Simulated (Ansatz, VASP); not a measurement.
## Cross-check of KBr between VASP and Ansatz

Aim: how closely do two programs agree when they are given the same cell, functional and k mesh? The cell is taken from a series of runs on this material, whose earlier steps may have relaxed, scaled, displaced or heated it; both programs get it as it stands.

Main program and level: Ansatz 0.2.0; plane waves, with VASP 6.6.1 beside it; zone-centre phonons at LDA.

## (1) The starting structure

It takes space group Fm-3m (No. 225, cubic). The conventional cell has a = 6.379 Å, b = 6.379 Å, c = 6.379 Å, α = 90.00°, β = 90.00°, γ = 90.00°. Nearest to K lie 6 Br at 3.19 Å. Br has 6 K at 3.19 Å nearest. Farther neighbours and most contacts between anions are not listed.

## (2) VASP: zone-centre phonons, LDA

Second derivatives magnify differences that forces hide, and they need a tight electronic threshold.

Lines of VASP's logs that name or quote its potential files are left out, and so is its time.

The input, INCAR:

```
SYSTEM = KBr
PREC = Accurate
ENCUT = 500
EDIFF = 1E-08
NELM = 120
ISMEAR = 0
SIGMA = 0.01
LREAL = .FALSE.
ALGO = Normal
GGA = CA
NBANDS = 14
LORBIT = 11
LWAVE = .FALSE.
LCHARG = .FALSE.
ISIF = 2
IBRION = 8
LEPSILON = .TRUE.
LASPH = .TRUE.
GGA_COMPAT = .FALSE.
EFERMI = MIDGAP
```

The input, POSCAR:

```
KBr
1.0
    0.0000000000      3.1896985531      3.1896985531
    3.1896985531      0.0000000000      3.1896985531
    3.1896985531      3.1896985531      0.0000000000
K Br
1 1
Direct
    0.0000000000      0.0000000000      0.0000000000
    0.5000000000      0.5000000000      0.5000000000
```

The input, KPOINTS:

```
Automatic mesh
0
Gamma
4 4 4
0 0 0
```

Potentials, in the order of the species: K_sv and Br (LDA family, release 64).

Command:

```console
mpirun -np 1 vasp_std
```

Numbers of over 12 decimals in the logs are rounded to 6 here.

Output:

```text
[banner, memory and clock lines left out]
running    1 mpi-ranks, on    1 nodes
 distrk:  each k-point on    1 cores,    1 groups
 distr:  one band on    1 cores,    1 groups

 POSCAR found type information on POSCAR K Br
 POSCAR found :  2 types and       2 ions
 LDA part: xc-table for (Slater(with rela. corr.)+CA(PZ))
 , standard interpolation
 POSCAR, INCAR and KPOINTS ok, starting setup
 FFT: planning ... GRIDC
 FFT: planning ... GRID_SOFT
 FFT: planning ... GRID
 WAVECAR not read
 entering main loop
       N       E                     dE             d eps       ncg     rms          rms(c)
DAV:   1     0.106409819808E+03    0.10641E+03   -0.67303E+03   224   0.985E+02
DAV:   2    -0.323087458832E+00   -0.10673E+03   -0.96201E+02   272   0.251E+02
DAV:   3    -0.677756598321E+01   -0.64545E+01   -0.64086E+01   308   0.538E+01
DAV:   4    -0.700385184090E+01   -0.22629E+00   -0.22622E+00   348   0.968E+00
DAV:   5    -0.700577085494E+01   -0.19190E-02   -0.19189E-02   302   0.905E-01    0.401E+00
DAV:   6    -0.685446551813E+01    0.15131E+00   -0.19651E-01   260   0.234E+00    0.289E+00
DAV:   7    -0.683326834221E+01    0.21197E-01   -0.82508E-02   298   0.164E+00    0.127E+00
DAV:   8    -0.683368563454E+01   -0.41729E-03   -0.86945E-03   274   0.744E-01    0.166E-01
DAV:   9    -0.683368084554E+01    0.47890E-05   -0.27056E-04   342   0.945E-02    0.629E-02
DAV:  10    -0.683374192895E+01   -0.61083E-04   -0.61381E-05   254   0.444E-02    0.296E-02
DAV:  11    -0.683374040442E+01    0.15245E-05   -0.57758E-06   284   0.171E-02    0.343E-03
DAV:  12    -0.683374066536E+01   -0.26094E-06   -0.31790E-07   260   0.419E-03    0.681E-04
DAV:  13    -0.683374066918E+01   -0.38258E-08   -0.10574E-08   258   0.574E-04
   1 F= -.68337407E+01 E0= -.68337407E+01  d E =0.000000E+00
 Linear response reoptimize wavefunctions to high precision
DAV:   1    -0.683374066947E+01   -0.29013E-09   -0.20432E-09   204   0.336E-04
DAV:   2    -0.683374066955E+01   -0.80036E-10   -0.11279E-10   142   0.920E-05
 Linear response G [H, r] |phi>, progress :
  Direction:   1
       N       E                     dE             d eps       ncg     rms
RMM:   1    -0.552564817131E+02   -0.55256E+02    0.36799E+02   434   0.100E+02
RMM:   2    -0.570392976965E+02   -0.17828E+01   -0.69674E+00   407   0.211E+01
RMM:   3    -0.574454686308E+02   -0.40617E+00   -0.16576E+00   479   0.646E+00
RMM:   4    -0.575209727836E+02   -0.75504E-01   -0.36580E-01   496   0.213E+00
RMM:   5    -0.575366736771E+02   -0.15701E-01   -0.76737E-02   491   0.880E-01
RMM:   6    -0.575395446566E+02   -0.28710E-02   -0.16815E-02   499   0.390E-01
RMM:   7    -0.575401829387E+02   -0.63828E-03   -0.53921E-03   498   0.181E-01
RMM:   8    -0.575403152681E+02   -0.13233E-03    0.35502E-03   511   0.917E-02
RMM:   9    -0.575403622783E+02   -0.47010E-04    0.32815E-03   488   0.411E-02
RMM:  10    -0.575403657989E+02   -0.35206E-05    0.12663E-03   498   0.209E-02
RMM:  11    -0.575403679151E+02   -0.21162E-05    0.38220E-04   481   0.108E-02
RMM:  12    -0.575403688187E+02   -0.90355E-06    0.81958E-04   466   0.489E-03
RMM:  13    -0.575403692044E+02   -0.38574E-06    0.59995E-05   424   0.271E-03
RMM:  14    -0.575403715619E+02   -0.23574E-05    0.16127E-04   384   0.146E-03
[...]
RMM:  19    -0.575403704099E+02   -0.76768E-08   -0.18147E-05   250   0.152E-04
RMM:  20    -0.575403715026E+02   -0.10927E-05   -0.29795E-05   245   0.125E-04
RMM:  21    -0.575403704160E+02    0.10866E-05   -0.14248E-05   241   0.106E-04
RMM:  22    -0.575403699197E+02    0.49629E-06   -0.14123E-05   230   0.958E-05
RMM:  23    -0.575403698207E+02    0.99044E-07   -0.13841E-05   218   0.897E-05
RMM:  24    -0.575403697358E+02    0.84842E-07   -0.13845E-05   216   0.875E-05
RMM:  25    -0.575403697126E+02    0.23199E-07   -0.11985E-05   205   0.852E-05
RMM:  26    -0.575403697109E+02    0.17581E-08   -0.12432E-05   197   0.846E-05
 Linear response G [H, r] |phi>, progress :
  Direction:   2
       N       E                     dE             d eps       ncg     rms
RMM:   1    -0.542578953315E+02   -0.54258E+02    0.37627E+02   432   0.999E+01
RMM:   2    -0.563338613891E+02   -0.20760E+01   -0.75010E+00   401   0.204E+01
RMM:   3    -0.566219012389E+02   -0.28804E+00   -0.16575E+00   473   0.619E+00
RMM:   4    -0.566696574764E+02   -0.47756E-01   -0.33903E-01   497   0.200E+00
RMM:   5    -0.566813118678E+02   -0.11654E-01   -0.76200E-02   479   0.833E-01
RMM:   6    -0.566833697736E+02   -0.20579E-02   -0.20036E-02   494   0.379E-01
RMM:   7    -0.566840091916E+02   -0.63942E-03   -0.41820E-03   493   0.164E-01
[...]
RMM:  11    -0.334209061987E+00   -0.22386E-08   -0.65843E-06   352   0.181E-04
RMM:  12    -0.334209061815E+00    0.17216E-09   -0.10989E-06   325   0.100E-04
RMM:  13    -0.334209059363E+00    0.24517E-08   -0.11455E-06   267   0.570E-05
RMM:  14    -0.334209057091E+00    0.22724E-08   -0.29828E-08   226   0.436E-05
 change of polarisation eV/A/(eV/A) component  3 :     0.054    -0.054     0.668
 dielectric tensor                  component  3 :     0.150    -0.150     2.864
 Linear response to external field, progress :
  Direction:   1
       N       E                     dE             d eps       ncg     rms          rms(c)
RMM:   1    -0.360821413428E+00   -0.36082E+00   -0.81871E-01   775   0.339E+00
[...]
RMM:   8    -0.352611028255E+00   -0.10924E-03   -0.64609E-05   779   0.310E-02    0.470E-03
RMM:   9    -0.352577392453E+00    0.33636E-04   -0.61688E-05   781   0.154E-02    0.338E-03
RMM:  10    -0.352581232805E+00   -0.38404E-05   -0.16796E-05   837   0.706E-03    0.135E-03
RMM:  11    -0.352581150084E+00    0.82720E-07   -0.92807E-06   821   0.311E-03    0.538E-04
RMM:  12    -0.352578575239E+00    0.25748E-05   -0.16386E-06   800   0.178E-03    0.480E-04
RMM:  13    -0.352578429455E+00    0.14578E-06    0.18655E-07   812   0.817E-04    0.439E-04
RMM:  14    -0.352578387368E+00    0.42088E-07   -0.98844E-07   697   0.312E-04    0.494E-04
 change of polarisation eV/A/(eV/A) component  2 :     0.090     0.638    -0.040
 dielectric tensor                  component  2 :     0.250     2.778    -0.111
 Linear response to external field, progress :
  Direction:   3
       N       E                     dE             d eps       ncg     rms          rms(c)
RMM:   1    -0.360725762484E+00   -0.36073E+00   -0.81775E-01   783   0.340E+00
RMM:   2    -0.376995128892E+00   -0.16269E-01   -0.43900E-02   735   0.848E-01    0.138E+00
RMM:   3    -0.334821559741E+00    0.42174E-01   -0.65949E-02   632   0.124E+00    0.654E-01
RMM:   4    -0.342055535608E+00   -0.72340E-02   -0.48030E-02   661   0.971E-01    0.164E-01
RMM:   5    -0.351144860912E+00   -0.90893E-02   -0.40961E-03   746   0.313E-01    0.265E-02
RMM:   6    -0.352141355237E+00   -0.99649E-03   -0.10006E-03   791   0.127E-01    0.210E-02
RMM:   7    -0.352501148974E+00   -0.35979E-03   -0.21861E-04   754   0.580E-02    0.137E-02
RMM:   8    -0.352609746646E+00   -0.10860E-03   -0.91282E-05   780   0.311E-02    0.476E-03
RMM:   9    -0.352577650947E+00    0.32096E-04   -0.55286E-05   780   0.157E-02    0.338E-03
RMM:  10    -0.352580918748E+00   -0.32678E-05   -0.56843E-06   830   0.719E-03    0.121E-03
RMM:  11    -0.352580541762E+00    0.37699E-06   -0.62831E-06   819   0.316E-03    0.666E-04
RMM:  12    -0.352578527381E+00    0.20144E-05    0.33716E-06   810   0.169E-03    0.409E-04
RMM:  13    -0.352578275225E+00    0.25216E-06    0.15701E-06   802   0.827E-04    0.286E-04
RMM:  14    -0.352578801853E+00   -0.52663E-06    0.26747E-07   796   0.406E-04    0.699E-05
RMM:  15    -0.352578204042E+00    0.59781E-06    0.25443E-07   699   0.209E-04    0.199E-05
RMM:  16    -0.352578231873E+00   -0.27831E-07    0.16538E-07   617   0.103E-04    0.175E-05
RMM:  17    -0.352578084851E+00    0.14702E-06   -0.13370E-07   541   0.699E-05    0.451E-06
 change of polarisation eV/A/(eV/A) component  3 :     0.028     0.022     0.638
 dielectric tensor                  component  3 :     0.077     0.062     2.778
 Linear response DOF=           2
 Linear response progress:
  Degree of freedom:   1/  2
       N       E                     dE             d eps       ncg     rms          rms(c)
RMM:   1    -0.308213547399E+00   -0.30821E+00    0.19495E-01   551   0.419E+00
RMM:   2    -0.306622543584E+00    0.15910E-02   -0.29295E-02   633   0.109E+00    0.363E-02
RMM:   3    -0.308641730935E+00   -0.20192E-02   -0.46099E-03   731   0.334E-01    0.339E-02
RMM:   4    -0.308791246046E+00   -0.14952E-03   -0.22844E-04   782   0.721E-02    0.290E-02
RMM:   5    -0.308823364343E+00   -0.32118E-04   -0.36806E-05   705   0.344E-02    0.208E-03
RMM:   6    -0.308822572497E+00    0.79185E-06   -0.70598E-06   770   0.119E-02    0.117E-03
RMM:   7    -0.308821745636E+00    0.82686E-06   -0.11169E-06   773   0.468E-03    0.384E-04
RMM:   8    -0.308822353734E+00   -0.60810E-06   -0.44179E-07   808   0.192E-03    0.324E-04
RMM:   9    -0.308822496855E+00   -0.14312E-06    0.22171E-07   803   0.891E-04    0.445E-05
RMM:  10    -0.308822198638E+00    0.29822E-06    0.26932E-07   875   0.385E-04    0.593E-05
RMM:  11    -0.308821967611E+00    0.23103E-06   -0.21044E-07   843   0.182E-04    0.622E-05
RMM:  12    -0.308821812287E+00    0.15532E-06    0.29462E-07   829   0.855E-05    0.314E-05
RMM:  13    -0.308821720482E+00    0.91805E-07    0.84053E-09   846   0.476E-05    0.165E-05
RMM:  14    -0.308821694341E+00    0.26141E-07    0.52266E-08   853   0.262E-05    0.119E-05
RMM:  15    -0.308821660820E+00    0.33521E-07   -0.32079E-09   779   0.167E-05    0.545E-06
RMM:  16    -0.308821623448E+00    0.37372E-07    0.11277E-08   747   0.138E-05    0.177E-06
RMM:  17    -0.308821634780E+00   -0.11332E-07    0.86563E-10   693   0.896E-06    0.120E-06
RMM:  18    -0.308821631041E+00    0.37390E-08   -0.50858E-10   596   0.704E-06    0.734E-07
 first order change of Fermi-energy  -0.17613E-03
 force on displaced ion       1 direction 1 :  -1.640   0.000   0.000
 Born effective charge ion    1 direction 1 :   1.102   0.000   0.000
 Linear response progress:
  Degree of freedom:   2/  2
       N       E                     dE             d eps       ncg     rms          rms(c)
RMM:   1    -0.143515472371E+00   -0.14352E+00    0.70161E-02   785   0.165E+00
RMM:   2    -0.142852598838E+00    0.66287E-03   -0.17410E-03   603   0.262E-01    0.509E-02
RMM:   3    -0.143261159683E+00   -0.40856E-03   -0.21188E-04   681   0.663E-02    0.249E-02
RMM:   4    -0.143723529614E+00   -0.46237E-03   -0.80928E-05   647   0.361E-02    0.852E-03
RMM:   5    -0.143754950086E+00   -0.31420E-04   -0.14600E-05   736   0.150E-02    0.536E-03
RMM:   6    -0.143754414153E+00    0.53593E-06   -0.23025E-06   759   0.503E-03    0.216E-03
RMM:   7    -0.143752211340E+00    0.22028E-05    0.10181E-06   761   0.194E-03    0.139E-03
RMM:   8    -0.143750105402E+00    0.21059E-05    0.20034E-06   743   0.896E-04    0.143E-04
RMM:   9    -0.143750258487E+00   -0.15308E-06    0.46203E-06   816   0.375E-04    0.164E-04
RMM:  10    -0.143750013855E+00    0.24463E-06    0.22803E-06   799   0.156E-04    0.503E-05
RMM:  11    -0.143749993008E+00    0.20847E-07    0.14503E-06   806   0.705E-05    0.318E-05
RMM:  12    -0.143749952230E+00    0.40778E-07   -0.33172E-08   796   0.348E-05    0.135E-05
RMM:  13    -0.143749942137E+00    0.10093E-07    0.47392E-07   769   0.172E-05    0.104E-05
RMM:  14    -0.143749930913E+00    0.11224E-07    0.47894E-08   734   0.837E-06    0.477E-06
RMM:  15    -0.143749926270E+00    0.46429E-08    0.78713E-08   639   0.517E-06    0.235E-06
 first order change of Fermi-energy  -0.52404E-04
 force on displaced ion       2 direction 1 :  -1.646   0.000   0.000
 Born effective charge ion    2 direction 1 :  -1.117   0.000   0.000
 Born effective charges drift removed
 Linear response finished
```

Parts of OUTCAR (step 2):

```text
ion  position               nearest neighbor table
   1  0.000  0.000  0.000-   2 3.19   2 3.19   2 3.19   2 3.19   2 3.19   2 3.19
   2  0.500  0.500  0.500-   1 3.19   1 3.19   1 3.19   1 3.19   1 3.19   1 3.19

  LATTYP: Found a face centered cubic cell.
 ALAT       =     6.3793971062

 Subroutine GETGRP returns: Found 48 space group operations
 (whereof 48 operations were pure point group operations)

The static configuration has the point symmetry O_h .

 Found      8 irreducible k-points:

   k-points           NKPTS =      8   k-points in BZ     NKDIM =      8   number of bands    NBANDS=     14

   dimension x,y,z NGX =    36 NGY =   36 NGZ =   36
   dimension x,y,z NGXF=    72 NGYF=   72 NGZF=   72

   ENCUT  =  500.0 eV  36.75 Ry    6.06 a.u.   8.22  8.22  8.22*2*pi/ulx,y,z

   NELECT =      16.0000    total number of electrons

 k-points in reciprocal lattice and weights: Automatic mesh
   0.00000000  0.00000000  0.00000000       0.016
   0.25000000  0.00000000  0.00000000       0.125
   0.50000000  0.00000000  0.00000000       0.062
   0.25000000  0.25000000  0.00000000       0.094
   0.50000000  0.25000000  0.00000000       0.375
  -0.25000000  0.25000000  0.00000000       0.188
   0.50000000  0.50000000  0.00000000       0.047
  -0.25000000  0.50000000  0.25000000       0.094

 average (electrostatic) potential at core
       1 -35.6206       2 -70.5406

  Total        0.0100533      0.0100533      0.0100533      0.0000000      0.0000000     -0.0000000
  in kB        0.2481647      0.2481647      0.2481647      0.0000000      0.0000000     -0.0000000
  external PRESSURE =       0.2481647 kB  Pullay stress =       0.0000000 kB

  energy-cutoff  :      500.00
  volume of cell :       64.91
      direct lattice vectors                 reciprocal lattice vectors
     0.000000000  3.189698553  3.189698553    -0.156754625  0.156754625  0.156754625
     3.189698553  0.000000000  3.189698553     0.156754625 -0.156754625  0.156754625
     3.189698553  3.189698553  0.000000000     0.156754625  0.156754625 -0.156754625

 POSITION                                       TOTAL-FORCE (eV/Angst)
 -----------------------------------------------------------------------------------
      0.00000      0.00000      0.00000         0.000000     -0.000000      0.000000
      3.18970      3.18970      3.18970        -0.000000      0.000000     -0.000000
 -----------------------------------------------------------------------------------
    total drift:                                0.000000      0.000000      0.000000

 MACROSCOPIC STATIC DIELECTRIC TENSOR (including local field effects in DFT)
 ------------------------------------------------------
           2.778068     0.000000    -0.000000
          -0.000000     2.778068     0.000000
          -0.000000     0.000000     2.778068
 ------------------------------------------------------

 PIEZOELECTRIC TENSOR (including local field effects)  for field in x, y, z        (C/m^2)
          XX          YY          ZZ          XY          YZ          ZX
  --------------------------------------------------------------------------------
  x     0.00000     0.00000     0.00000     0.00000     0.00000     0.00000
  y     0.00000     0.00000     0.00000     0.00000     0.00000     0.00000
  z     0.00000     0.00000     0.00000     0.00000     0.00000     0.00000

 BORN EFFECTIVE CHARGES (including local field effects) (in |e|, cummulative output)
 ---------------------------------------------------------------------------------
 ion    1
    1     1.10957     0.00000    -0.00000
    2    -0.00000     1.10957    -0.00000
    3     0.00000     0.00000     1.10957
 ion    2
    1    -1.10957    -0.00000     0.00000
    2     0.00000    -1.10957     0.00000
    3     0.00000    -0.00000    -1.10957

 Eigenvectors and eigenvalues of the dynamical matrix
 ----------------------------------------------------

   1 f  =    3.909461 THz    24.563869 2PiTHz  130.405588 cm-1    16.168225 meV
             X         Y         Z           dx          dy          dz
      0.000000  0.000000  0.000000     0.818903   -0.000000    0.000000
      3.189699  3.189699  3.189699    -0.573932    0.000000    0.000000

   2 f  =    3.909461 THz    24.563869 2PiTHz  130.405588 cm-1    16.168225 meV
             X         Y         Z           dx          dy          dz
      0.000000  0.000000  0.000000     0.000000    0.735175    0.360722
      3.189699  3.189699  3.189699    -0.000000   -0.515251   -0.252813

   3 f  =    3.909461 THz    24.563869 2PiTHz  130.405588 cm-1    16.168225 meV
             X         Y         Z           dx          dy          dz
      0.000000  0.000000  0.000000    -0.000000    0.360722   -0.735175
      3.189699  3.189699  3.189699    -0.000000   -0.252813    0.515251

   4 f/i=    0.003531 THz     0.022189 2PiTHz    0.117797 cm-1     0.014605 meV
             X         Y         Z           dx          dy          dz
      0.000000  0.000000  0.000000     0.035291    0.421048   -0.388421
      3.189699  3.189699  3.189699     0.050355    0.600764   -0.554211

   5 f/i=    0.003531 THz     0.022189 2PiTHz    0.117797 cm-1     0.014605 meV
             X         Y         Z           dx          dy          dz
      0.000000  0.000000  0.000000    -0.567552    0.078483    0.033509
      3.189699  3.189699  3.189699    -0.809800    0.111982    0.047811

   6 f/i=    0.003531 THz     0.022189 2PiTHz    0.117797 cm-1     0.014605 meV
             X         Y         Z           dx          dy          dz
      0.000000  0.000000  0.000000     0.077698    0.382043    0.421194
      3.189699  3.189699  3.189699     0.110862    0.545110    0.600972

 MACROSCOPIC STATIC DIELECTRIC TENSOR IONIC CONTRIBUTION
 ------------------------------------------------------
           2.089334     0.000000    -0.000000
           0.000000     2.089334    -0.000000
          -0.000000    -0.000000     2.089334
 ------------------------------------------------------

 ELASTIC MODULI CONTR FROM IONIC RELAXATION (kBar)
 Direction    XX          YY          ZZ          XY          YZ          ZX
 --------------------------------------------------------------------------------
 XX           0.0000      0.0000      0.0000      0.0000      0.0000      0.0000
 YY           0.0000      0.0000      0.0000      0.0000      0.0000      0.0000
 ZZ           0.0000      0.0000      0.0000      0.0000      0.0000      0.0000
 XY           0.0000      0.0000      0.0000      0.0000      0.0000      0.0000
 YZ           0.0000      0.0000      0.0000      0.0000      0.0000      0.0000
 ZX           0.0000      0.0000      0.0000      0.0000      0.0000      0.0000
 --------------------------------------------------------------------------------

 PIEZOELECTRIC TENSOR IONIC CONTR  for field in x, y, z        (C/m^2)
          XX          YY          ZZ          XY          YZ          ZX
  --------------------------------------------------------------------------------
  x     0.00000     0.00000     0.00000     0.00000     0.00000     0.00000
  y     0.00000     0.00000     0.00000     0.00000     0.00000     0.00000
  z     0.00000     0.00000     0.00000     0.00000     0.00000     0.00000
```

(Continued in part 2 of 2.)

[Lines on the potential files, build, host, timing and source positions are cut from VASP's logs without a mark.]

[Logs are printed without paths, hosts, clocks, repeated set-up lines and the standing remarks that a program may print on its own settings, such as how far it seeks lower states.]

[Hosts, paths, dates, database ids (printed as entryN), source tags and the programs' standing remarks are cut or masked in the printed files.]
